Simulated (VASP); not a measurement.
H8SO6, 15 atoms in the cell. The cell holds a amorphous, 15 atoms: a = 5.589 Å, b = 5.589 Å, c = 5.589 Å, α = 90.00°, β = 90.00°, γ = 90.00°. The cell was built by a generator and needn't be a form met in nature.

* Program: VASP 6.6.1
* Task: single point
* Functional: PBE
* Dispersion: D3(BJ)
* Potentials or basis: VASP PAW PBE potentials, release 64 (O, H, S)
* Cutoff: 520 eV
* k mesh: 1 × 1 × 1
* Occupations: fermi-dirac, width 0.02 eV
* Spin: no spin polarisation
* Dipole correction: no
* Further INCAR settings: LREAL = Auto; ALGO = Fast; EDIFF = 1e-06; NBANDS = 38

Potentials or basis: VASP PAW PBE potentials, release 64 (O, H, S).

Launch:

```console
$ cat potpaw_PBE.64/O/POTCAR potpaw_PBE.64/H/POTCAR potpaw_PBE.64/S/POTCAR > POTCAR
$ mpirun -np 1 vasp_gam > vasp.out
```

Hardware: 1 thread of Intel(R) Xeon(R) Platinum 8488C (Sapphire Rapids), on a shared host.

**Question.** How long does it take, and how much memory?

**Answer.** Wall time 16 s on 1 thread of Intel(R) Xeon(R) Platinum 8488C (Sapphire Rapids), on a shared host, peak memory 0.25 GiB. Counts: scf iterations 16, k points 1.
